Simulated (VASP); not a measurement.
An input for Quantum ESPRESSO's pw.x (written as the equivalent of a VASP run, and not itself run):

```
&CONTROL
  calculation = 'relax'
  pseudo_dir = './pseudo'
  outdir = './out'
  tprnfor = .true.
  tstress = .true.
  nstep = 30
  forc_conv_thr = 3.9e-05
/
&SYSTEM
  ibrav = 0
  nat = 2
  ntyp = 2
  ecutwfc = 84
  occupations = 'smearing'
  smearing = 'methfessel-paxton'
  degauss = 0.00735
  input_dft = 'pz'
/
&ELECTRONS
  conv_thr = 7.3e-10
  electron_maxstep = 100
/
&IONS
/
ATOMIC_SPECIES
  Ge 72.630 Ge.upf
  Sb 121.760 Sb.upf
CELL_PARAMETERS angstrom
     2.8817047    0.0000000    0.0000000
     0.0000000    2.8817047    0.0000000
     0.0000000    0.0000000    5.7488046
ATOMIC_POSITIONS crystal
  Ge   0.0000000  0.0000000  0.0000000
  Sb   0.0000000  0.0000000  0.5000000
K_POINTS automatic
  11 11 6 0 0 0
```

Q: Translate this input to VASP (INCAR, KPOINTS, POSCAR, choice of POTCAR).

A: This is not unique; one that fits is 
POSCAR:
```
GeSb
1.0
  2.8817046634   0.0000000000   0.0000000000
  0.0000000000   2.8817046634   0.0000000000
  0.0000000000   0.0000000000   5.7488045864
Ge Sb
1 1
Cartesian
  0.0000000000   0.0000000000   0.0000000000
  0.0000000000   0.0000000000   2.8744022932
```

### INCAR
```
# general
SYSTEM  = GeSb
PREC    = Accurate
ENCUT   = 400
LREAL   = .FALSE.
LASPH   = .TRUE.   # aspherical one-centre terms

# electronic loop
EDIFF   = 1E-8
NELM    = 100   # most electronic steps
ALGO    = Normal
LMAXMIX = 4   # l cut-off of mixed one-centre charges

# smearing
ISMEAR  = 1
SIGMA   = 0.1   # width (eV)

# ions
IBRION  = 1   # quasi-Newton
NSW     = 30   # most ionic steps
ISIF    = 2   # forces and stress, cell fixed
EDIFFG  = -0.001

# output
LWAVE   = .FALSE.
LCHARG  = .FALSE.
```

**KPOINTS**
```
K-points
0
Gamma
11 11 6
```

POTCAR, in this order: Ge_d Sb (LDA.64 set). Program: vasp_std.

Limits of the translation: the potentials are each code's own (VASP's PAW set, PseudoDojo norm-conserving files in pw.x), so ENCUT and ecutwfc are chosen apart and not converted; conv_thr bounds pw.x's estimated SCF error, while EDIFF bounds the energy change between steps; forc_conv_thr acts on force components and is met together with etot_conv_thr.

The structure comes from a computed database's GeSb entry (P4/mmm); how it stands against other phases isn't given here. It was relaxed first, which changed the volume by -6 %. The start is the result of an earlier pass.
